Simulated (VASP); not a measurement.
These are PBEsol GGA, VASP's PBE PAW potentials (set 64) (plane waves; VASP) values and carry that method's errors.

VASP input:

POSCAR:
```
La
1
    1.8484107990    -3.2015416268     0.0000000000
    1.8484107990     3.2015416268     0.0000000000
    0.0000000000     0.0000000000    11.8188902433
La
4
Direct
  0.0000000000   0.0000000000   0.5000000000
  0.0000000000   0.0000000000   0.0000000000
  0.3333330000   0.6666670000   0.2500000000
  0.6666670000   0.3333330000   0.7500000000
```

**INCAR**
```
# general
SYSTEM =La
PREC   =Accurate
ENCUT  =520
LREAL  =.FALSE.
LASPH  =.TRUE.

# electronic loop
EDIFF  =1E-7
NELM   =100
ALGO   =Normal
LMAXMIX=6

# smearing
ISMEAR =1
SIGMA  =0.1

# functional
GGA    =PS

# ions
IBRION =2
NSW    =30
ISIF   =4
EDIFFG =-0.01

# output
LWAVE  =.FALSE.
LCHARG =.FALSE.
```

File KPOINTS:
```
Automatic mesh
0
Gamma
10 10 3
0 0 0
```

POTCAR, in this order: La (PBE.64 set). Program: vasp_std.

Output of the run:

**OUTCAR**
```
 ion  position               nearest neighbor table
   1  0.000  0.000  0.500-   3 3.64   4 3.64   4 3.64   3 3.64   4 3.64   3 3.64
   2  0.000  0.000  0.000-   3 3.64   4 3.64   4 3.64   3 3.64   4 3.64   3 3.64
   3  0.333  0.667  0.250-   1 3.64   2 3.64   1 3.64   2 3.64   1 3.64   2 3.64
   4  0.667  0.333  0.750-   1 3.64   2 3.64   1 3.64   2 3.64   1 3.64   2 3.64
  LATTYP: Found a hexagonal cell.
 ALAT       =     3.6968217796
 C/A-ratio  =     3.1970408497
 Subroutine PRICEL returns:
 Original cell was already a primitive cell.
 Subroutine GETGRP returns: Found 24 space group operations
The static configuration has the point symmetry D_3d.
 The point group associated with its full space group is D_6h.
The dynamic configuration has the point symmetry D_3d.
 Subroutine INISYM returns: Found 24 space group operations
 Subroutine IBZKPT returns following result:
 Found     28 irreducible k-points:

 Following reciprocal coordinates:
            Coordinates               Weight
  0.000000  0.000000  0.000000      1.000000
  0.100000  0.000000  0.000000      6.000000
  0.200000  0.000000  0.000000      6.000000
  0.300000  0.000000  0.000000      6.000000
  0.400000  0.000000  0.000000      6.000000
  0.500000  0.000000  0.000000      3.000000
  0.100000  0.100000  0.000000      6.000000
  0.200000  0.100000  0.000000     12.000000
  0.300000  0.100000  0.000000     12.000000
  0.400000  0.100000  0.000000     12.000000
  0.200000  0.200000  0.000000      6.000000
  0.300000  0.200000  0.000000     12.000000
  0.400000  0.200000  0.000000      6.000000
  0.300000  0.300000  0.000000      6.000000
  0.000000  0.000000  0.333333      2.000000
  0.100000  0.000000  0.333333     12.000000
  0.200000  0.000000  0.333333     12.000000
  0.300000  0.000000  0.333333     12.000000
  0.400000  0.000000  0.333333     12.000000
  0.500000  0.000000  0.333333      6.000000
...
```

### OSZICAR
```
       N       E                     dE             d eps       ncg     rms          rms(c)
DAV:   1     0.566381677374E+03    0.56638E+03   -0.14965E+04  1456   0.233E+03
DAV:   2     0.114454266819E+03   -0.45193E+03   -0.44650E+03  2232   0.454E+02
DAV:   3    -0.522516069442E+01   -0.11968E+03   -0.11877E+03  2716   0.282E+02
DAV:   4    -0.191740698887E+02   -0.13949E+02   -0.13671E+02  2688   0.972E+01
DAV:   5    -0.211770907418E+02   -0.20030E+01   -0.19556E+01  2840   0.337E+01    0.497E+00
DAV:   6    -0.213667942484E+02   -0.18970E+00   -0.28011E+00  2856   0.118E+01    0.245E+00
DAV:   7    -0.213625208832E+02    0.42734E-02   -0.40983E-01  2824   0.401E+00    0.650E-01
DAV:   8    -0.213650779162E+02   -0.25570E-02   -0.61862E-02  2904   0.156E+00    0.202E-01
DAV:   9    -0.213661890911E+02   -0.11112E-02   -0.10977E-02  2752   0.617E-01    0.161E-01
DAV:  10    -0.213665336558E+02   -0.34456E-03   -0.20361E-03  2680   0.281E-01    0.105E-01
DAV:  11    -0.213667192008E+02   -0.18555E-03   -0.71630E-04  2680   0.175E-01    0.474E-02
DAV:  12    -0.213667722865E+02   -0.53086E-04   -0.27476E-04  2736   0.111E-01    0.855E-03
DAV:  13    -0.213667779320E+02   -0.56455E-05   -0.35428E-05  2752   0.412E-02    0.336E-03
DAV:  14    -0.213667791146E+02   -0.11825E-05   -0.40635E-06  2224   0.155E-02    0.603E-04
DAV:  15    -0.213667794430E+02   -0.32846E-06   -0.31280E-07  2040   0.732E-03    0.589E-04
DAV:  16    -0.213667795416E+02   -0.98594E-07   -0.11353E-07  1608   0.592E-03
   1 F= -.21366780E+02 E0= -.21366150E+02  d E =-.213668E+02
       N       E                     dE             d eps       ncg     rms          rms(c)
DAV:   1    -0.213671684401E+02   -0.38900E-03   -0.28636E-02  2172   0.307E+00    0.814E-02
DAV:   2    -0.213669474965E+02    0.22094E-03   -0.93243E-04  2508   0.354E-01    0.437E-02
DAV:   3    -0.213668635938E+02    0.83903E-04   -0.45401E-04  2592   0.210E-01    0.110E-02
DAV:   4    -0.213668636882E+02   -0.94442E-07   -0.26155E-05  2536   0.477E-02    0.673E-03
DAV:   5    -0.213668636090E+02    0.79218E-07   -0.16974E-06  2216   0.128E-02    0.383E-03
DAV:   6    -0.213668635991E+02    0.98939E-08   -0.57203E-07  1768   0.681E-03
   2 F= -.21366864E+02 E0= -.21366235E+02  d E =-.840575E-04
       N       E                     dE             d eps       ncg     rms          rms(c)
DAV:   1    -0.213674858292E+02   -0.62222E-03   -0.54496E-02  2124   0.424E+00    0.112E-01
DAV:   2    -0.213670681079E+02    0.41772E-03   -0.17812E-03  2520   0.489E-01    0.604E-02
DAV:   3    -0.213669080737E+02    0.16003E-03   -0.85767E-04  2600   0.290E-01    0.151E-02
DAV:   4    -0.213669081649E+02   -0.91141E-07   -0.49637E-05  2536   0.651E-02    0.931E-03
DAV:   5    -0.213669080607E+02    0.10420E-06   -0.35319E-06  2568   0.176E-02    0.522E-03
DAV:   6    -0.213669080552E+02    0.54401E-08   -0.60828E-07  1824   0.690E-03
   3 F= -.21366908E+02 E0= -.21366281E+02  d E =-.128514E-03
```

### OUTCAR
```
------------------------ aborting loop because EDIFF is reached ----------------------------------------
  FORCE on cell =-STRESS in cart. coord.  units (eV):
  Direction    XX          YY          ZZ          XY          YZ          ZX
  --------------------------------------------------------------------------------------
  Total       -0.4772594     -0.4772595     -0.4769729     -0.0000000      0.0000000     -0.0000000
  in kB       -5.4663918     -5.4663925     -5.4631101     -0.0000000      0.0000000     -0.0000000
  external PRESSURE =      -5.4652982 kB  Pullay stress =       0.0000000 kB
  volume of cell :      139.88
      direct lattice vectors                 reciprocal lattice vectors
     1.850442518 -3.205060662 -0.000000000     0.270205637 -0.156003288  0.000000000
     1.850442518  3.205060662 -0.000000000     0.270205637  0.156003288 -0.000000000
     0.000000000  0.000000000 11.792951081     0.000000000 -0.000000000  0.084796417
 POSITION                                       TOTAL-FORCE (eV/Angst)
 -----------------------------------------------------------------------------------
      0.00000      0.00000      5.89648        -0.000000     -0.000000      0.000000
      0.00000     -0.00000      0.00000        -0.000000     -0.000000      0.000000
      1.85044      1.06836      2.94824        -0.000000     -0.000000     -0.000000
      1.85044     -1.06836      8.84471         0.000000      0.000000      0.000000
 -----------------------------------------------------------------------------------
    total drift:                                0.000000      0.000000      0.000000
  FREE ENERGIE OF THE ION-ELECTRON SYSTEM (eV)
  ---------------------------------------------------
  free  energy   TOTEN  =       -21.3669080552 eV

  energy  without entropy=      -21.3650282552  energy(sigma->0) =      -21.36628146

 reached required accuracy - stopping structural energy minimisation
```
(Selected blocks of OUTCAR.)

CONTCAR:
```
La
   1.00000000000000
     1.8504425180691508   -3.2050606624393545   -0.0000000000000000
     1.8504425180691508    3.2050606624393545   -0.0000000000000000
     0.0000000000000000    0.0000000000000000   11.7929510811027871
  La
     4
Direct
     0.0000000000000000    0.0000000000000000    0.5000000000000000
     0.0000000000000000    0.0000000000000000    0.0000000000000000
     0.3333330000000032    0.6666669999999968    0.2500000000000000
     0.6666669999999968    0.3333330000000032    0.7500000000000000
```

**OUTCAR**
```
 val. band max:        8.3572571454   @ k =   0.2000   0.2000   0.3333

 cond. band min:       8.3777906694   @ k =   0.1000   0.1000   0.3333


 Fermi energy:         8.3582817046

 k-point     1 :       0.0000    0.0000    0.0000
  band No.  band energies     occupation
      1     -24.4617      2.00000
      2     -24.3390      2.00000
      3     -24.3162      2.00000
      4     -24.1877      2.00000
      5      -8.9605      2.00000
      6      -8.1616      2.00000
      7      -8.1486      2.00000
      8      -7.5164      2.00000
      9      -7.5164      2.00000
     10      -7.4133      2.00000
     11      -7.4133      2.00000
     12      -7.3818      2.00000
     13      -7.3818      2.00000
     14      -7.2747      2.00000
     15      -7.2747      2.00000
     16      -7.2231      2.00000
     17       5.1154      2.00000
     18       6.4574      2.00000
     19       6.4763      2.00000
     20       6.5005      2.00000
     21       8.8852     -0.00000
     22       9.0399     -0.00000
     23       9.5581     -0.00000
     24       9.5722     -0.00000
     25       9.6503     -0.00000
     26       9.6655     -0.00000

 k-point     2 :       0.1000    0.0000    0.0000
  band No.  band energies     occupation
      1     -24.4420      2.00000
      2     -24.3247      2.00000
      3     -24.3019      2.00000
      4     -24.1792      2.00000
      5      -8.9114      2.00000
      6      -8.1815      2.00000
      7      -8.1706      2.00000
      8      -7.6402      2.00000
      9      -7.5568      2.00000
     10      -7.4950      2.00000
     11      -7.4730      2.00000
     12      -7.4413      2.00000
     13      -7.4096      2.00000
     14      -7.3991      2.00000
     15      -7.2894      2.00000
     16      -7.2457      2.00000
     17       5.3997      2.00000
     18       6.7114      2.00000
     19       6.7384      2.00000
     20       6.7642      2.00000
     21       8.5174     -0.04693
     22       8.7988     -0.00000
...
```

The compound is La in the dhcp structure. This cell is one point of a volume scan, at 1.03 of the reference volume. Symmetry was kept, so distortions that lower it aren't found.
